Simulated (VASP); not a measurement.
Input of a VASP 6.6.1 run:

Contents of INCAR:

```
PREC = Accurate ; ENCUT = 520
EDIFF = 1E-6 ; ISMEAR = 0
SIGMA = 0.01 ; LREAL = F
LASPH = T ; NELM = 100
ALGO = Normal ; ISIF = 2
LWAVE = F ; LCHARG = F
GGA = PE ; IVDW = 13
NBANDS = 16
```

File KPOINTS:

```
regular mesh
0
Gamma
  6 6 4
```

Contents of POSCAR:

```
AlN
1.0
    3.1073677040      0.0000000000      0.0000000000
   -1.5536838520      2.6910593705      0.0000000000
    0.0000000000      0.0000000000      4.9739650950
Al N
2 2
Direct
    0.3333333333      0.6666666667     -0.0009821682
    0.6666666667      0.3333333333      0.4990178318
    0.3333333333      0.6666666667      0.3809821682
    0.6666666667      0.3333333333      0.8809821682
```

Potentials or basis: VASP PAW PBE potentials, release 64 (Al, N).

Launch:

```bash
$ cat potpaw_PBE.64/Al/POTCAR potpaw_PBE.64/N/POTCAR > POTCAR
$ mpirun -np 1 vasp_std > vasp.out
```

Task: Predict the dispersion energy per atom.

Result: -0.308 eV.

Task: Predict the band gap on the k mesh.

Result: 4.24 eV, direct.

Task: What does it give for the pressure?

Result: -0.2 GPa.

Stress tensor (GPa, compression positive):
```
-0.28  0.00  0.00
 0.00 -0.28  0.00
 0.00  0.00 -0.19
```

**The experiment to reproduce.**

From “Self-assembly of well-separated AlN nanowires directly on sputtered metallic TiN films”, 2019, arxiv:1910.07391, for a bulk crystal of AlN at 10 K: band gap 6.034 eV (an exciton energy, a little under the gap).

Measured gap of AlN: 6.034 eV (an exciton energy, a little under the gap; 10 K; quoted in “Self-assembly of well-separated AlN nanowires directly on sputtered metallic TiN films”, 2019, arxiv:1910.07391). This calculation gives 4.24 eV (-1.79 eV). 2 values of this kind are on record (6.034 to 6.0343 eV); this one was drawn at random. The value is that of PBE+D4, without temperature or zero-point motion. Semilocal functionals fall short of measured gaps as a rule.
